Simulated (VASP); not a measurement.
OSZICAR of a VASP run on Pb:

OSZICAR:
```
       N       E                     dE             d eps       ncg     rms          rms(c)
DAV:   1    -0.224658149607E+03   -0.22466E+03   -0.66344E-06   700   0.356E-02    0.568E-04
DAV:   2    -0.224658152177E+03   -0.25704E-05   -0.90316E-07   760   0.217E-02    0.196E-04
DAV:   3    -0.224658144936E+03    0.72414E-05   -0.70678E-07   601   0.116E-02    0.450E-04
DAV:   4    -0.224658143589E+03    0.13473E-05   -0.38886E-07   590   0.835E-03    0.122E-04
DAV:   5    -0.224658145855E+03   -0.22660E-05   -0.13591E-07   573   0.410E-03    0.118E-04
DAV:   6    -0.224658149268E+03   -0.34128E-05   -0.81682E-08   572   0.327E-03    0.112E-04
DAV:   7    -0.224658146734E+03    0.25337E-05   -0.41712E-08   571   0.198E-03    0.750E-05
DAV:   8    -0.224658146067E+03    0.66738E-06   -0.19765E-08   563   0.159E-03
   1 F= -.22465815E+03 E0= -.22465841E+03  d E =0.797159E-03
```

Question: Which electronic solver shows in the log?

Answer: It is blocked Davidson (ALGO = Normal, or the opening steps of other solvers). The INCAR had ALGO = Normal.

Question: Can the final energy be trusted as converged?

Answer: The run converged. It stopped with EDIFF = 1E-6, NELM = 100 (r2SCAN meta-GGA, plane waves, VASP's PBE PAW potentials (set 64)).

The cell is a thin slab with vacuum, built from Pb (fcc): (100) face.
